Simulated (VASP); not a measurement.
Given:

```xyz
6
Lattice="1.8209 -3.1539 0.0000 1.8209 3.1539 0.0000 0.0000 0.0000 14.5825" Properties=species:S:1:pos:R:3 pbc="T T T"
Te     1.8209     1.0513    12.7279
Te     1.8209    -1.0513     5.4366
Te     1.8209    -1.0513     1.8546
Te     1.8209     1.0513     9.1459
Mo     1.8209     1.0513     3.6456
Mo     1.8209    -1.0513    10.9369
```

Level of theory: vdW-DF2, VASP's PBE PAW potentials (set 64) (plane waves; VASP 6.6.1). Settings: 520 eV cut-off, 7×7×2 Γ-centred mesh, Gaussian smearing of 0.050 eV, potentials Te Mo_sv.

Question: The ions and cell shape at fixed volume are relaxed. Give the cell that the relaxation ends in.

Answer: 
```xyz
6
Lattice="1.8377 -3.1831 0.0000 1.8377 3.1831 0.0000 0.0000 0.0000 14.3168" Properties=species:S:1:pos:R:3 pbc="T T T"
Te     1.8377     1.0610    12.5698
Te     1.8377    -1.0610     5.4115
Te     1.8377    -1.0610     1.7469
Te     1.8377     1.0610     8.9053
Mo     1.8377     1.0610     3.5792
Mo     1.8377    -1.0610    10.7376
```
Space group P6_3/mmc (194), at a tolerance of 0.03 Å.

Question: How much energy does the relaxation gain?

Answer: The energy (σ→0) changes by -16.3 meV/atom, in 7 ionic steps.

The compound is MoTe2 in the 2H layered structure. This cell is one point of a volume scan, at 0.94 of the reference volume. Symmetry was kept, so distortions that lower it aren't found.
